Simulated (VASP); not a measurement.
# Zr (Zirconium) with r2SCAN: from relaxation to properties, part 2 of 5

How well does r2SCAN reproduce what experiment finds for Zr (Zirconium)? The cell is relaxed first, and properties follow on it. Left out of this account: 1 further run (core levels: core levels are not valid at this level). The start is a cell from a database of measured crystal structures.

VASP 6.6.1, plane waves and PAW; the level of theory is named at each step.

Still holding for the runs below: The k-mesh is coarse for a metal.

So far. Step 2 (Full relaxation (r2SCAN)): It ends with forces that vanish by symmetry and a pressure of 0.00 GPa. The volume lies +0.6 % from that of the database's start.

## Step 3: Density, ELF and potential (r2SCAN)

Level of this step: r2SCAN; plane waves and PAW (Zr_sv) (VASP).

The relaxed cell gets a fresh self-consistent run, on a basis set for its own volume, to fix the density and to check the remaining stress.

File INCAR:

```
SYSTEM = Zr
PREC = Accurate
ENCUT = 400
EDIFF = 1E-06
NELM = 100
ISMEAR = 1
SIGMA = 0.2
LREAL = .FALSE.
ALGO = Normal
METAGGA = R2SCAN
LASPH = .TRUE.
NBANDS = 18
LORBIT = 11
LWAVE = .FALSE.
LCHARG = .TRUE.
ISIF = 2
LELF = .TRUE.
LVHAR = .TRUE.
```

File POSCAR:

```
Zr
1.0
    3.2378935186      0.0000000000      0.0000000000
   -1.6189467593      2.8040980418      0.0000000000
    0.0000000000      0.0000000000      5.1594231066
Zr
2
Direct
    0.3333333333      0.6666666667      0.2500000000
    0.6666666667      0.3333333333      0.7500000000
```

File KPOINTS:

```
Automatic mesh
0
Gamma
9 9 5
0 0 0
```

The projector-augmented-wave data sets are Zr_sv (PBE family, release 64).

Launch:

```bash
mpirun -np 2 vasp_std
```

The program printed:

```text
[banner, memory and clock lines left out]
running    2 mpi-ranks, on    1 nodes
 distrk:  each k-point on    2 cores,    1 groups
 distr:  one band on    1 cores,    2 groups

 POSCAR found type information on POSCAR Zr
 POSCAR found :  1 types and       2 ions
 [... a notice as in an earlier step ...]

 LDA part: xc-table for (None), standard interpolation
 POSCAR, INCAR and KPOINTS ok, starting setup
 FFT: planning ... GRIDC
 FFT: planning ... GRID_SOFT
 FFT: planning ... GRID
 WAVECAR not read
 entering main loop
       N       E                     dE             d eps       ncg     rms          rms(c)
DAV:   1     0.144581345733E+03    0.14458E+03   -0.12080E+04  1320   0.112E+03
DAV:   2    -0.425893548986E+02   -0.18717E+03   -0.18452E+03  1610   0.348E+02
DAV:   3    -0.584651532085E+02   -0.15876E+02   -0.15806E+02  2368   0.679E+01
DAV:   4    -0.589204704743E+02   -0.45532E+00   -0.45492E+00  1574   0.124E+01
DAV:   5    -0.589379857674E+02   -0.17515E-01   -0.17511E-01  1924   0.157E+00    0.178E+01
DAV:   6    -0.455599760342E+02    0.13378E+02   -0.13126E+01  1674   0.204E+01    0.425E+00
DAV:   7    -0.454810058006E+02    0.78970E-01   -0.31147E-01  1518   0.458E+00    0.140E+00
DAV:   8    -0.454960629361E+02   -0.15057E-01   -0.15857E-01  2126   0.296E+00    0.899E-01
DAV:   9    -0.455080117887E+02   -0.11949E-01   -0.28156E-02  1898   0.141E+00    0.645E-01
DAV:  10    -0.455059422235E+02    0.20696E-02   -0.78662E-03  1406   0.744E-01    0.558E-02
DAV:  11    -0.455059489584E+02   -0.67350E-05   -0.60462E-04  2014   0.170E-01    0.326E-02
DAV:  12    -0.455059488268E+02    0.13164E-06   -0.27445E-05  1584   0.449E-02    0.108E-02
DAV:  13    -0.455059497112E+02   -0.88437E-06   -0.86822E-07  1064   0.675E-03
   1 F= -.45505950E+02 E0= -.45507480E+02  d E =0.459053E-02
```

Run time: 71 s. Hardware: 2 MPI ranks of AMD EPYC 7R43, shared host; peak memory 0.22 GiB.

Parts of OUTCAR (step 3):

```text
  LATTYP: Found a hexagonal cell.
 ALAT       =     3.2378935186
 C/A-ratio  =     1.5934505187

 Found     36 irreducible k-points:

   ENCUT  =  400.0 eV  29.40 Ry    5.42 a.u.   5.28  5.28  8.41*2*pi/ulx,y,z

   NELECT =      24.0000    total number of electrons

 E-fermi :   9.0041

 k-point     1 :       0.0000    0.0000    0.0000
  band No.  band energies     occupation
    ...
      6     -18.4058      2.00000
      7     -18.3956      2.00000
      8     -18.3956      2.00000
      9       2.9745      2.00000
     10       5.7898      2.00000
     11       9.9515     -0.00000
     12       9.9515     -0.00000
     13       9.9750     -0.00000
     14      10.1050     -0.00000
     15      10.6903     -0.00000
    ...

 k-point     2 :       0.1111   -0.0000    0.0000
  band No.  band energies     occupation
    ...
      6     -18.4830      2.00000
      7     -18.4223      2.00000
      8     -18.4066      2.00000
      9       3.3292      2.00000
     10       6.1017      2.00000
     11       9.2771     -0.06593
     12       9.3742     -0.02510
     13      10.2813     -0.00000
     14      10.3645     -0.00000
     15      10.6301     -0.00000
    ...

  Total        0.0074817      0.0074817      0.0214563     -0.0000000      0.0000000      0.0000000
  in kB        0.2558891      0.2558891      0.7338517     -0.0000000      0.0000000      0.0000000
  external PRESSURE =       0.4152100 kB  Pullay stress =       0.0000000 kB

  energy-cutoff  :      400.00
  volume of cell :       46.84
      direct lattice vectors                 reciprocal lattice vectors
     3.237893519  0.000000000  0.000000000     0.308842769  0.178310456  0.000000000
    -1.618946759  2.804098042  0.000000000     0.000000000  0.356620912  0.000000000
     0.000000000  0.000000000  5.159423107     0.000000000  0.000000000  0.193820119

 POSITION                                       TOTAL-FORCE (eV/Angst)
 -----------------------------------------------------------------------------------
     -0.00000      1.86940      1.28986        -0.000000      0.000000      0.000000
      1.61895      0.93470      3.86957         0.000000     -0.000000      0.000000
 -----------------------------------------------------------------------------------
    total drift:                               -0.000000      0.000000     -0.000000

  FREE ENERGIE OF THE ION-ELECTRON SYSTEM (eV)
  ---------------------------------------------------
  free  energy   TOTEN  =       -45.5059497112 eV

  energy  without entropy=      -45.5105402394  energy(sigma->0) =      -45.50747989

[... 5 parts as in an earlier step ...]

[... 7 further parts left out ...]
```

Numbers from this step:

```
SCF cycles : 13
pressure   : 0.04152 GPa
```

Valence electrons inside each PAW sphere by angular momentum. Sphere charges, by row:

```
atom  s (e)  p (e)  d (e)  tot (e)
 Zr1  2.225  5.968  1.575    9.769
 Zr2  2.225  5.968  1.575    9.769
```

Valence density in the ac plane at fractional y = 0.333, with atoms of Zr within 0.2 Å of it. It is the smooth field of the valence electrons, not physical close to the nuclei.

Ten even steps from '_' (0.2 e/Å³) to '@' (5.8 e/Å³):
```
__________________________________
____________________......________
__________________..::----::..____
________________::--++****==--..__
______________..--++##%%%%##==::..
______________..==##@@@@@@%%**--..
______________..==##@@@@@@%%**--..
______________..--++##%%%%##==::..
________________::--++****==--..__
__________________..::----::..____
____________________......________
__________________________________
__________________________________
__________________________________
__________________________________
__________________________________
__________________________________
__________________________________
______..__________________________
______..__________________________
__________________________________
__________________________________
__________________________________
__________________________________
__________________________________
__________________________________
```
Columns run along a (3.2 Å), rows up along c (5.2 Å). Atoms in or near the plane, at fractional coordinates: Zr at (0.67, 0.75).

Electrostatic potential energy in the ac plane at fractional y = 0.333, with atoms of Zr within 0.2 Å of it. With pseudopotentials it is smooth inside the atoms' cores, unlike the true potential.

Ten even steps from '_' (-65 eV) to '@' (2 eV):
```
@@@@@@@@@@@@@@@@@@%%%%%%%%%%@@@@@@
@@@@@@@@@@@@@@@@%%**++++++**##%%@@
@@@@@@@@@@@@@@##**==--::::--==**%%
%%@@@@@@@@@@%%**==::..____..::==##
%%@@@@@@@@@@##++::__________..--**
%%@@@@@@@@@@##==::____________::++
%%@@@@@@@@@@##==::____________::++
%%@@@@@@@@@@##++::__________..--**
%%@@@@@@@@@@%%**==::..____..::==##
@@@@@@@@@@@@@@##**==--::::--==**%%
@@@@@@@@@@@@@@@@%%**++++++**##%%@@
@@@@@@@@@@@@@@@@@@%%%%%%%%%%@@@@@@
@@@@@@@@@@@@@@@@@@@@@@@@@@@@@@@@@@
@@@@@@@@@@@@@@@@@@@@@@@@@@@@@@@@@@
@@@@@@@@@@@@@@@@@@@@@@@@@@@@@@@@@@
@@@@%%%%%%@@@@@@@@@@@@@@@@@@@@@@@@
%%%%######%%%%@@@@@@@@@@@@@@@@@@@@
%%##******##%%@@@@@@@@@@@@@@@@@@@@
%%********##%%@@@@@@@@@@@@@@@@@@%%
%%********##%%@@@@@@@@@@@@@@@@@@%%
%%##******##%%@@@@@@@@@@@@@@@@@@@@
%%%%######%%%%@@@@@@@@@@@@@@@@@@@@
@@@@%%%%%%@@@@@@@@@@@@@@@@@@@@@@@@
@@@@@@@@@@@@@@@@@@@@@@@@@@@@@@@@@@
@@@@@@@@@@@@@@@@@@@@@@@@@@@@@@@@@@
@@@@@@@@@@@@@@@@@@@@@@@@@@@@@@@@@@
```
Columns run along a (3.2 Å; values clipped at the 3rd and 97th percentile), rows up along c (5.2 Å). Atoms in or near the plane, at fractional coordinates: Zr at (0.67, 0.75).

ELF in the ac plane at fractional y = 0.333, with atoms of Zr within 0.2 Å of it. It is the smooth field of the valence electrons, not physical close to the nuclei.

Values, 22 rows by 14 columns, each cell a mean:
```
0.27 0.40 0.47 0.45 0.33 0.20 0.15 0.17 0.24 0.29 0.27 0.21 0.15 0.16
0.19 0.34 0.45 0.41 0.25 0.15 0.19 0.34 0.50 0.58 0.55 0.42 0.25 0.15
0.15 0.25 0.37 0.33 0.19 0.17 0.36 0.60 0.73 0.78 0.76 0.68 0.49 0.24
0.16 0.20 0.28 0.25 0.16 0.27 0.55 0.75 0.80 0.80 0.80 0.79 0.68 0.41
0.20 0.17 0.24 0.21 0.16 0.35 0.66 0.79 0.79 0.75 0.77 0.80 0.76 0.52
0.20 0.17 0.23 0.21 0.16 0.36 0.67 0.80 0.79 0.75 0.77 0.80 0.76 0.53
0.17 0.19 0.28 0.24 0.16 0.28 0.57 0.76 0.80 0.79 0.80 0.79 0.69 0.43
0.15 0.24 0.35 0.31 0.18 0.18 0.39 0.62 0.75 0.79 0.77 0.70 0.52 0.26
0.18 0.33 0.44 0.40 0.24 0.15 0.21 0.37 0.54 0.62 0.59 0.47 0.28 0.15
0.26 0.39 0.47 0.44 0.32 0.19 0.15 0.19 0.27 0.33 0.31 0.23 0.16 0.16
0.31 0.36 0.39 0.38 0.33 0.27 0.23 0.21 0.23 0.24 0.24 0.22 0.22 0.25
0.25 0.22 0.22 0.22 0.23 0.27 0.33 0.39 0.43 0.46 0.45 0.42 0.37 0.30
0.16 0.14 0.14 0.15 0.16 0.21 0.32 0.47 0.59 0.65 0.63 0.55 0.40 0.26
0.14 0.16 0.19 0.18 0.16 0.17 0.27 0.46 0.63 0.71 0.69 0.56 0.36 0.20
0.18 0.25 0.31 0.30 0.23 0.18 0.24 0.42 0.62 0.72 0.69 0.53 0.32 0.18
0.23 0.34 0.42 0.40 0.30 0.20 0.23 0.39 0.60 0.72 0.68 0.51 0.29 0.18
0.23 0.35 0.43 0.41 0.31 0.21 0.23 0.39 0.60 0.72 0.68 0.51 0.29 0.18
0.18 0.27 0.33 0.32 0.24 0.18 0.24 0.41 0.61 0.72 0.69 0.53 0.31 0.18
0.14 0.17 0.20 0.20 0.16 0.17 0.27 0.45 0.63 0.72 0.69 0.56 0.36 0.19
0.16 0.14 0.15 0.15 0.15 0.20 0.32 0.47 0.60 0.66 0.64 0.55 0.40 0.25
0.23 0.21 0.20 0.21 0.22 0.26 0.33 0.41 0.46 0.49 0.48 0.44 0.38 0.30
0.31 0.34 0.35 0.35 0.32 0.28 0.25 0.25 0.26 0.27 0.26 0.25 0.25 0.27
```
Columns run along a (3.2 Å), rows up along c (5.2 Å). Atoms in or near the plane, at fractional coordinates: Zr at (0.67, 0.75).

In this run the pressure is 0.04 GPa, small enough to go on.

## Step 4: Band structure (r2SCAN)

Levels along the symmetry lines show where the bands peak and cross; KPOINTS_OPT computes them in the converged potential.

File INCAR:

```
SYSTEM = Zr
PREC = Accurate
ENCUT = 400
EDIFF = 1E-06
NELM = 100
ISMEAR = 1
SIGMA = 0.2
LREAL = .FALSE.
ALGO = Normal
METAGGA = R2SCAN
LASPH = .TRUE.
NBANDS = 24
LORBIT = 11
LWAVE = .FALSE.
LCHARG = .FALSE.
KPAR = 2
```

POSCAR is that of step 3.

KPOINTS is that of step 3.

File KPOINTS_OPT:

```
Line mode
16
Line-mode
Reciprocal
  0.00000000   0.00000000   0.00000000 GAMMA
  0.50000000   0.00000000   0.00000000 M

  0.50000000   0.00000000   0.00000000 M
  0.33333333   0.33333333   0.00000000 K

  0.33333333   0.33333333   0.00000000 K
  0.00000000   0.00000000   0.00000000 GAMMA

  0.00000000   0.00000000   0.00000000 GAMMA
  0.00000000   0.00000000   0.50000000 A

  0.00000000   0.00000000   0.50000000 A
  0.50000000   0.00000000   0.50000000 L

  0.50000000   0.00000000   0.50000000 L
  0.33333333   0.33333333   0.50000000 H

  0.33333333   0.33333333   0.50000000 H
  0.00000000   0.00000000   0.50000000 A

  0.50000000   0.00000000   0.50000000 L
  0.50000000   0.00000000   0.00000000 M

  0.33333333   0.33333333   0.00000000 K
  0.33333333   0.33333333   0.50000000 H
```

Launch:

```bash
mpirun -np 2 vasp_std
```

The program printed:

```text
[banner, memory and clock lines left out]
running    2 mpi-ranks, on    1 nodes
 distrk:  each k-point on    1 cores,    2 groups
 distr:  one band on    1 cores,    1 groups

 POSCAR found type information on POSCAR Zr
 POSCAR found :  1 types and       2 ions
 [... a notice as in an earlier step ...]

 LDA part: xc-table for (None), standard interpolation
 POSCAR, INCAR and KPOINTS ok, starting setup
 FFT: planning ... GRIDC
 FFT: planning ... GRID_SOFT
 FFT: planning ... GRID
 WAVECAR not read
 entering main loop
       N       E                     dE             d eps       ncg     rms          rms(c)
DAV:   1     0.151425048835E+03    0.15143E+03   -0.11344E+04  1728   0.840E+02
DAV:   2    -0.418912204879E+02   -0.19332E+03   -0.18703E+03  2136   0.286E+02
DAV:   3    -0.586257325155E+02   -0.16735E+02   -0.16354E+02  3320   0.536E+01
DAV:   4    -0.589352996903E+02   -0.30957E+00   -0.30946E+00  1824   0.848E+00
DAV:   5    -0.589381632742E+02   -0.28636E-02   -0.28633E-02  2272   0.761E-01    0.179E+01
DAV:   6    -0.455455306264E+02    0.13393E+02   -0.99427E+00  2472   0.153E+01    0.396E+00
DAV:   7    -0.454836350190E+02    0.61896E-01   -0.32745E-01  2072   0.363E+00    0.150E+00
DAV:   8    -0.454973922126E+02   -0.13757E-01   -0.14816E-01  2216   0.261E+00    0.967E-01
DAV:   9    -0.455147197055E+02   -0.17327E-01   -0.47422E-02  1880   0.172E+00    0.143E+00
DAV:  10    -0.455057992082E+02    0.89205E-02   -0.25134E-02  1920   0.117E+00    0.362E-02
DAV:  11    -0.455059534225E+02   -0.15421E-03   -0.13869E-03  2448   0.199E-01    0.475E-02
DAV:  12    -0.455059494979E+02    0.39246E-05   -0.20818E-05  2184   0.358E-02    0.161E-02
DAV:  13    -0.455059504314E+02   -0.93352E-06   -0.47167E-06  2576   0.124E-02
   1 F= -.45505950E+02 E0= -.45507481E+02  d E =0.459092E-02
 Start KPOINTS_OPT (optional k-point list driver)
k-point batch [1-36\144]
       N       E                     dE             ncg
DAV:   1    -0.448418666543E+04   -0.28371E+05     1728
DAV:   2    -0.115543281546E+05   -0.70701E+04     2136
DAV:   3    -0.120373747274E+05   -0.48305E+03     3112
DAV:   4    -0.120521934198E+05   -0.14819E+02     1848
DAV:   5    -0.120523538753E+05   -0.16046E+00     2488
DAV:   6    -0.120523556319E+05   -0.17566E-02     1896
DAV:   7    -0.120523556559E+05   -0.23971E-04     2392
DAV:   8    -0.120523556561E+05   -0.19924E-06     1304
[...]
k-point batch [109-144\144]
       N       E                     dE             ncg
DAV:   1    -0.465041047516E+04   -0.33325E+05     1744
DAV:   2    -0.115483348253E+05   -0.68979E+04     2088
DAV:   3    -0.120387162627E+05   -0.49038E+03     3288
DAV:   4    -0.120489653376E+05   -0.10249E+02     1832
DAV:   5    -0.120490756165E+05   -0.11028E+00     2464
DAV:   6    -0.120490765159E+05   -0.89935E-03     1960
DAV:   7    -0.120490765409E+05   -0.24997E-04     2320
DAV:   8    -0.120490765411E+05   -0.21191E-06     1304
```

Elapsed: 4.2 min, on 2 MPI ranks; peak memory 0.3 GiB.

Parts of OUTCAR (step 4):

```text
 Found     36 irreducible k-points:

   k-points           NKPTS =     36   k-points in BZ     NKDIM =     36   number of bands    NBANDS=     24

   NELECT =      24.0000    total number of electrons

 E-fermi :   9.0042

 k-point     1 :       0.0000    0.0000    0.0000
  band No.  band energies     occupation
    ...
      6     -18.4053      2.00000
      7     -18.3951      2.00000
      8     -18.3951      2.00000
      9       2.9744      2.00000
     10       5.7898      2.00000
     11       9.9516     -0.00000
     12       9.9516     -0.00000
     13       9.9750     -0.00000
     14      10.1052     -0.00000
     15      10.6905     -0.00000
    ...

 k-point     2 :       0.1111   -0.0000    0.0000
  band No.  band energies     occupation
    ...
      6     -18.4825      2.00000
      7     -18.4218      2.00000
      8     -18.4061      2.00000
      9       3.3291      2.00000
     10       6.1017      2.00000
     11       9.2772     -0.06592
     12       9.3743     -0.02513
     13      10.2814     -0.00000
     14      10.3647     -0.00000
     15      10.6303     -0.00000
    ...

  Total       -0.0020754     -0.0020754      0.0115282      0.0000000      0.0000000     -0.0000000
  in kB       -0.0709847     -0.0709847      0.3942908      0.0000000      0.0000000     -0.0000000
  external PRESSURE =       0.0841071 kB  Pullay stress =       0.0000000 kB

  FREE ENERGIE OF THE ION-ELECTRON SYSTEM (eV)
  ---------------------------------------------------
  free  energy   TOTEN  =       -45.5059504314 eV

  energy  without entropy=      -45.5105413519  energy(sigma->0) =      -45.50748074

[... 11 parts as in an earlier step ...]

[... 4 further parts left out ...]
```

Numbers from this step:

```
bands    : 24
pressure : 0.008411 GPa
```

Electronic bands along the path, in eV, zero at the Fermi level; # counts the bands kept, so #1 is VASP's band 9:

```
          point     #1     #2     #3     #4     #5     #6    #7    #8
              Γ  -6.03  -3.21   0.95   0.95   0.97   1.10  1.69  1.69
0.53 of the way  -4.26  -2.15  -1.17  -0.62   0.79   1.26  1.30  2.75
              M  -2.71  -2.67  -2.27  -0.41   0.66   0.81  1.54  5.12
0.47 of the way  -2.25  -2.22  -2.21  -0.74   0.40   0.67  1.66  4.59
              K  -2.20  -1.53  -1.53  -1.27   0.30   0.30  1.95  4.47
0.53 of the way  -4.18  -1.87  -1.12  -0.94   0.77   0.79  1.70  2.40
              Γ  -6.03  -3.21   0.95   0.95   0.97   1.10  1.69  1.69
0.47 of the way  -5.57  -3.30   0.32   0.73   0.79   0.79  1.37  1.37
              A  -4.24  -4.24  -0.01  -0.01   0.87   0.87  0.87  0.87
0.53 of the way  -3.07  -3.07  -0.84  -0.84   0.47   0.47  2.00  2.00
              L  -3.02  -3.02  -1.11  -1.11   1.53   1.53  2.38  2.38
0.47 of the way  -2.57  -2.57  -0.86  -0.86   0.34   0.34  2.50  2.50
              H  -1.47  -1.47  -1.40  -1.40  -0.17  -0.17  2.22  2.22
0.47 of the way  -2.74  -2.74  -0.80  -0.80   0.09   0.09  2.00  2.00
              A  -4.24  -4.24  -0.01  -0.01   0.87   0.87  0.87  0.87
      jump to L  -3.02  -3.02  -1.11  -1.11   1.53   1.53  2.38  2.38
0.47 of the way  -3.19  -2.62  -1.28  -1.19   1.14   1.17  1.71  4.08
              M  -2.71  -2.67  -2.27  -0.41   0.66   0.81  1.54  5.12
      jump to K  -2.20  -1.53  -1.53  -1.27   0.30   0.30  1.95  4.47
0.53 of the way  -1.88  -1.50  -1.50  -1.25   0.02   0.02  1.89  3.47
              H  -1.47  -1.47  -1.40  -1.40  -0.17  -0.17  2.22  2.22
```

There is no gap at this level.

Of the bands kept, 4 cross the Fermi level on this path.

[end of part 2 of 5]

[Lines on the potential files, build, host, timing and source positions are cut from VASP's logs without a mark.]

[Logs are printed without paths, hosts, clocks, repeated set-up lines and the standing remarks that a program may print on its own settings, such as how far it seeks lower states.]

[Hosts, paths, dates, database ids (printed as entryN), source tags and the programs' standing remarks are cut or masked in the printed files.]

[A measured line is paired with the nearest computed mode of its activity, which favours agreement.]
